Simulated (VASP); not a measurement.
Input:

```
CELL_PARAMETERS angstrom
      1.95844    -3.39212     0.00000
      1.95844     3.39212     0.00000
      0.00000     0.00000     5.12049
ATOMIC_POSITIONS crystal
  Ni 0.00000 0.00000 0.50000
  Ni 0.00000 0.00000 0.00000
  Sb 0.33333 0.66667 0.25000
  Sb 0.66667 0.33333 0.75000
```

The numbers are results of PBE GGA with D4 dispersion, VASP's PBE PAW potentials (set 64) (plane waves; VASP), not measurements. Run with 520 eV cut-off, 10×10×7 Γ-centred mesh, tetrahedra with Blöchl corrections, potentials Ni Sb.

The cores are frozen, which limits the accuracy of field gradients.

Problem. Give the principal components of the electric field gradient (V/Å²) and the asymmetry η at each nucleus.

Solution. 
```
atom    Vxx    Vyy    Vzz     η
----  -----  -----  -----  ----
Ni1    10.4   10.4  -20.9  0.00
Ni2    10.4   10.4  -20.9  0.00
Sb3   -40.0  -40.0   80.0  0.00
Sb4   -40.0  -40.0   80.0  0.00
```

The compound is NiSb in the NiAs type structure. It was relaxed first. The run is not spin-polarised, so no magnetic state was tried.
